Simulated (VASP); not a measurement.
# Fe3PO7 (Grattarolaite): structure and properties in VASP, part 8 of 8

How well does PBEsol + U reproduce what experiment finds for Fe3PO7 (Grattarolaite)? The cell is relaxed first, and properties follow on it. The start is a cell from a database of measured crystal structures.

VASP 6.6.1; PBEsol, DFT+U (Fe d 4 eV), spin-polarised from a ferromagnetic start; plane waves and PAW (Fe, P, O).

Still holding for the runs below: The magnetic state follows from one typed start and may not be the lowest. Experiment finds antiferromagnetic order in this phase (below 164 K, arxiv:1707.07433), so this ferromagnetic run describes another state.

So far, gap on the k-mesh (eV): step 2 (full relaxation (PBEsol + U)) 1.79; step 5 (density of states (PBEsol + U)) 1.76. The relaxed cell has a = 8.026, c = 6.885 Å (conventional setting).

**7. Electric field gradients (PBEsol + U) (continued)**

From OUTCAR (step 7):

```text
   NELECT =      71.0000    total number of electrons

atom =   1  type =  1  l = 2

 onsite density matrix

spin component  1

  1.0028 -0.0002 -0.0105 -0.0200  0.0013
 -0.0002  1.0086  0.0012 -0.0224 -0.0202
 -0.0105  0.0012  0.9964 -0.0021  0.0060
 -0.0200 -0.0224 -0.0021  1.0345 -0.0002
  0.0013 -0.0202  0.0060 -0.0002  1.0043

spin component  2

  0.1520 -0.0183 -0.0359 -0.0382  0.0049
 -0.0183  0.1545  0.0087 -0.0496 -0.0593
 -0.0359  0.0087  0.1323 -0.0151  0.0207
 -0.0382 -0.0496 -0.0151  0.2118 -0.0183
  0.0049 -0.0593  0.0207 -0.0183  0.1576

 occupancies and eigenvectors

  o =  0.0711  v =  0.0000  0.0000  0.0000  0.0000  0.0000  0.3081  0.6821  0.0000  0.3938  0.5336      0.0000  0.0000  0.0000  0.0000  0.0000  0.0000  0.0000  0.0000  0.0000  0.0000
  o =  0.0920  v =  0.0000  0.0000  0.0000  0.0000  0.0000 -0.5520  0.1029 -0.7426 -0.1782  0.3187      0.0000  0.0000  0.0000  0.0000  0.0000  0.0000  0.0000  0.0000  0.0000  0.0000
  o =  0.1815  v =  0.0000  0.0000  0.0000  0.0000  0.0000 -0.6328  0.0724  0.6672 -0.1253  0.3653      0.0000  0.0000  0.0000  0.0000  0.0000  0.0000  0.0000  0.0000  0.0000  0.0000
  o =  0.2152  v =  0.0000  0.0000  0.0000  0.0000  0.0000 -0.3938  0.5336  0.0000  0.3081 -0.6821      0.0000  0.0000  0.0000  0.0000  0.0000  0.0000  0.0000  0.0000  0.0000  0.0000
  o =  0.2485  v =  0.0000  0.0000  0.0000  0.0000  0.0000  0.2120  0.4839  0.0581 -0.8382 -0.1224      0.0000  0.0000  0.0000  0.0000  0.0000  0.0000  0.0000  0.0000  0.0000  0.0000
  o =  0.9795  v = -0.3109 -0.6782 -0.0000 -0.3916 -0.5385  0.0000  0.0000  0.0000  0.0000  0.0000      0.0000  0.0000  0.0000  0.0000  0.0000  0.0000  0.0000  0.0000  0.0000  0.0000
  o =  0.9833  v = -0.5982  0.1195 -0.6825 -0.2069  0.3454  0.0000  0.0000  0.0000  0.0000  0.0000      0.0000  0.0000  0.0000  0.0000  0.0000  0.0000  0.0000  0.0000  0.0000  0.0000
  o =  1.0077  v =  0.5441 -0.1346 -0.7300  0.2331 -0.3141  0.0000  0.0000  0.0000  0.0000  0.0000      0.0000  0.0000  0.0000  0.0000  0.0000  0.0000  0.0000  0.0000  0.0000  0.0000
  o =  1.0212  v =  0.3916 -0.5385 -0.0000 -0.3109  0.6782  0.0000  0.0000  0.0000  0.0000  0.0000      0.0000  0.0000  0.0000  0.0000  0.0000  0.0000  0.0000  0.0000  0.0000  0.0000
  o =  1.0550  v = -0.3101 -0.4665  0.0358  0.8080  0.1790  0.0000  0.0000  0.0000  0.0000  0.0000      0.0000  0.0000  0.0000  0.0000  0.0000  0.0000  0.0000  0.0000  0.0000  0.0000

atom =   2  type =  1  l = 2

 onsite density matrix

spin component  1

  1.0051 -0.0000 -0.0000 -0.0203 -0.0000
 -0.0000  1.0475 -0.0024  0.0000 -0.0198
 -0.0000 -0.0024  0.9964 -0.0000 -0.0121
 -0.0203  0.0000 -0.0000  0.9956 -0.0000
 -0.0000 -0.0198 -0.0121 -0.0000  1.0021

spin component  2

  0.1605 -0.0000  0.0000 -0.0699  0.0000
 -0.0000  0.2404 -0.0174  0.0000 -0.0276
  0.0000 -0.0174  0.1323 -0.0000 -0.0414
 -0.0699  0.0000 -0.0000  0.1258 -0.0000
  0.0000 -0.0276 -0.0414 -0.0000  0.1491

 occupancies and eigenvectors

  o =  0.0711  v =  0.0000  0.0000  0.0000  0.0000  0.0000  0.6161  0.0000 -0.0000  0.7876 -0.0000      0.0000  0.0000  0.0000  0.0000  0.0000  0.0000  0.0000  0.0000  0.0000  0.0000
  o =  0.0920  v =  0.0000  0.0000  0.0000  0.0000  0.0000  0.0000  0.2058  0.7426  0.0000  0.6374      0.0000  0.0000  0.0000  0.0000  0.0000  0.0000  0.0000  0.0000  0.0000  0.0000
  o =  0.1815  v =  0.0000  0.0000  0.0000  0.0000  0.0000  0.0000 -0.1447  0.6672  0.0000 -0.7306      0.0000  0.0000  0.0000  0.0000  0.0000  0.0000  0.0000  0.0000  0.0000  0.0000
  o =  0.2152  v =  0.0000  0.0000  0.0000  0.0000  0.0000 -0.7876  0.0000 -0.0000  0.6161 -0.0000      0.0000  0.0000  0.0000  0.0000  0.0000  0.0000  0.0000  0.0000  0.0000  0.0000
  o =  0.2485  v =  0.0000  0.0000  0.0000  0.0000  0.0000  0.0000 -0.9678  0.0581  0.0000  0.2448      0.0000  0.0000  0.0000  0.0000  0.0000  0.0000  0.0000  0.0000  0.0000  0.0000
[...]
o =  0.2485  v =  0.0000  0.0000  0.0000  0.0000  0.0000 -0.2120  0.4839  0.0581  0.8382 -0.1224      0.0000  0.0000  0.0000  0.0000  0.0000  0.0000  0.0000  0.0000  0.0000  0.0000
  o =  0.9795  v =  0.3109 -0.6782 -0.0000  0.3916 -0.5385  0.0000  0.0000  0.0000  0.0000  0.0000      0.0000  0.0000  0.0000  0.0000  0.0000  0.0000  0.0000  0.0000  0.0000  0.0000
  o =  0.9833  v = -0.5982 -0.1195  0.6825 -0.2069 -0.3454  0.0000  0.0000  0.0000  0.0000  0.0000      0.0000  0.0000  0.0000  0.0000  0.0000  0.0000  0.0000  0.0000  0.0000  0.0000
  o =  1.0077  v =  0.5441  0.1346  0.7300  0.2331  0.3141  0.0000  0.0000  0.0000  0.0000  0.0000      0.0000  0.0000  0.0000  0.0000  0.0000  0.0000  0.0000  0.0000  0.0000  0.0000
  o =  1.0212  v =  0.3916  0.5385  0.0000 -0.3109 -0.6782  0.0000  0.0000  0.0000  0.0000  0.0000      0.0000  0.0000  0.0000  0.0000  0.0000  0.0000  0.0000  0.0000  0.0000  0.0000
  o =  1.0550  v = -0.3101  0.4665 -0.0358  0.8080 -0.1790  0.0000  0.0000  0.0000  0.0000  0.0000      0.0000  0.0000  0.0000  0.0000  0.0000  0.0000  0.0000  0.0000  0.0000  0.0000

 E-fermi :   2.2016

 spin component 1
 k-point     1 :       0.0000    0.0000    0.0000
  band No.  band energies     occupation
    ...
     39       1.1420      1.00000
     40       1.5721      1.00000
     41       1.6588      1.00000
     42       1.9200      1.00000
     43       1.9200      1.00000
     44       6.5044      0.00000
     45      10.6091      0.00000
     46      10.8180      0.00000
     47      10.8180      0.00000
     48      12.1518      0.00000
    ...

 k-point     2 :       0.2000    0.0000    0.0000
  band No.  band energies     occupation
    ...
     39       1.4269      1.00000
     40       1.4874      1.00000
     41       1.5120      1.00000
     42       1.8524      1.00000
     43       1.8674      1.00000
     44       7.0376      0.00000
     45      10.3770      0.00000
     46      10.8577      0.00000
     47      10.9608      0.00000
     48      11.9556      0.00000
    ...

  Total        0.0433423      0.0433423      0.0146885      0.0000000      0.0000000      0.0000000
  in kB        0.5423511      0.5423511      0.1838001      0.0000000      0.0000000      0.0000000
  external PRESSURE =       0.4228341 kB  Pullay stress =       0.0000000 kB

 POSITION                                       TOTAL-FORCE (eV/Angst)
 -----------------------------------------------------------------------------------
      1.56276     -0.90226      2.82228         0.005720     -0.003302      0.007578
      0.00000      1.80452      2.82228        -0.000000      0.006605      0.007578
     -1.56276     -0.90226      2.82228        -0.005720     -0.003302      0.007578
      0.00000      0.00000      0.00057        -0.000000      0.000000      0.003998
      0.00000      0.00000      1.58737        -0.000000      0.000000      0.007775
     -1.52312      0.87937      3.54114        -0.003055      0.001764     -0.009416
      0.00000     -1.75874      3.54114        -0.000000     -0.003528     -0.009416
      1.52312      0.87937      3.54114         0.003055      0.001764     -0.009416
      2.74343     -1.58392      4.15129        -0.006237      0.003601     -0.002087
      0.00000      3.16784      4.15129        -0.000000     -0.007202     -0.002087
     -2.74343     -1.58392      4.15129         0.006237      0.003601     -0.002087
 -----------------------------------------------------------------------------------
    total drift:                               -0.000000      0.000000      0.000336

  FREE ENERGIE OF THE ION-ELECTRON SYSTEM (eV)
  ---------------------------------------------------
  free  energy   TOTEN  =       -80.6106615313 eV

  energy  without entropy=      -80.6106615313  energy(sigma->0) =      -80.61066153

 Electric field gradients after diagonalization (V/A^2)
 (convention: |V_zz| > |V_xx| > |V_yy|)
----------------------------------------------------------------------
 ion       V_xx      V_yy      V_zz     asymmetry (V_yy - V_xx)/ V_zz
----------------------------------------------------------------------
   1      33.973    28.080   -62.053       0.095
   2      33.973    28.080   -62.053       0.095
   3      33.973    28.080   -62.053       0.095
   4      -9.535    -9.535    19.070       0.000
   5     -41.771   -41.771    83.542       0.000
   6      23.700    16.865   -40.565       0.168
   7      23.700    16.865   -40.565       0.168
   8      23.700    16.865   -40.565       0.168
   9     -51.882   -43.505    95.387       0.088
  10     -51.882   -43.505    95.387       0.088
  11     -51.882   -43.505    95.387       0.088
----------------------------------------------------------------------

[... 11 parts as in an earlier step ...]

[... 12 further parts left out ...]
```

This step gave:

```
SCF cycles                     : 18
Fermi energy                   : 2.202 eV
pressure                       : 0.04228 GPa
valence top at k               : 0.4, 0, 0
conduction bottom at k         : 0.4, 0.4, 0.2
least direct gap at k          : 0.4, 0, 0
gap on the k-mesh              : 1.788 eV
least direct gap on the k-mesh : 1.950 eV
```

Electric field gradients, by row:

```tsv
atom	Vxx (V/Å²)	Vyy (V/Å²)	Vzz (V/Å²)	asymmetry
Fe1	33.97	28.08	-62.05	0.095
Fe2	33.97	28.08	-62.05	0.095
Fe3	33.97	28.08	-62.05	0.095
P4	-9.535	-9.535	19.07	0
O5	-41.77	-41.77	83.54	0
O6	23.7	16.86	-40.56	0.168
O7	23.7	16.86	-40.56	0.168
O8	23.7	16.86	-40.56	0.168
O9	-51.88	-43.51	95.39	0.088
O10	-51.88	-43.51	95.39	0.088
O11	-51.88	-43.51	95.39	0.088
```

The largest gradient, 95.39 V/Å², sits on O9 and like sites; times the quadrupole moment of a nucleus that has one, it gives the coupling that NMR and NQR see.

**8. Outcome**

* relaxed volume: 11.64 Å³/atom
* relaxed conventional cell a, b, c: 8.026, 8.026, 6.885 Å; angles 90.0, 90.0, 120.0°
* space group after relaxing, within 0.02 Å: R3m (No. 160)
* moment of the cell (7×7×7 mesh): 15 μB
* largest site moment (7×7×7 mesh): 4.33 μB on Fe1
* band gap: 1.72 eV, indirect (least direct gap of that run 1.90 eV)
* gap among the points of the DOS mesh alone, an upper bound: 1.76 eV
* highest zone-centre mode: 1042 cm⁻¹
* largest field gradient Vzz: 95.39 V/Å² on O9

With PBEsol + U, Fe3PO7 (Grattarolaite) relaxes to 11.64 Å³/atom in space group R3m, has an indirect gap of 1.72 eV and keeps moments of up to 4.33 μB (7×7×7 mesh). Against the listed cell the volume lies +0.8 % (a +0.3 %, c +0.3 %). Band structure (PBEsol + U), spin up: On this path the gap is indirect, 4.50 eV, with the valence top at L and the conduction bottom at Γ. The least direct gap is 4.58 eV. Band structure (PBEsol + U), spin down: On this path the gap is indirect, 2.17 eV, with the valence top at L and the conduction bottom at F. The least direct gap is 2.35 eV. Vibrations at Γ (PBEsol + U): The highest mode saved in this list at Γ, 1042.3 cm⁻¹, has its largest share on O (65 % of the kinetic energy). Semilocal functionals usually underestimate gaps. Only the typed magnetic starts were tried, so the magnetic ground state may differ and with it the other results. Only ferromagnetic starts were used, while the crystal orders antiferromagnetically, so what depends on the order belongs to another state. Modes at Γ alone can't show that the crystal is stable at other wave vectors, and the LO-TO splitting is not included. No search among competing phases was made, and a listed structure need not be the one stable at ambient conditions. All values are for a static lattice at zero temperature.

Calculation against experiment:

```
              quantity  measured   PBEsol, DFT+U
lattice constant a (Å)     8.006  8.026 (+0.3 %)
lattice constant c (Å)     6.863  6.885 (+0.3 %)
```

Measured values from arxiv:1910.08818 (2019).

Verdict: The lattice constant a is off by +0.3 %. The lattice constant c is off by +0.3 %. The runs are ferromagnetic and the sample is antiferromagnetic, so the match is not graded. For lattice constants the calculation has a static lattice, without zero-point motion or thermal expansion (measured at up to 300 K).

[Lines on the potential files, build, host, timing and source positions are cut from VASP's logs without a mark.]

[Logs are printed without paths, hosts, clocks, repeated set-up lines and the standing remarks that a program may print on its own settings, such as how far it seeks lower states.]

[Hosts, paths, dates, database ids (printed as entryN), source tags and the programs' standing remarks are cut or masked in the printed files.]

[A measured line is paired with the nearest computed mode of its activity, which favours agreement.]
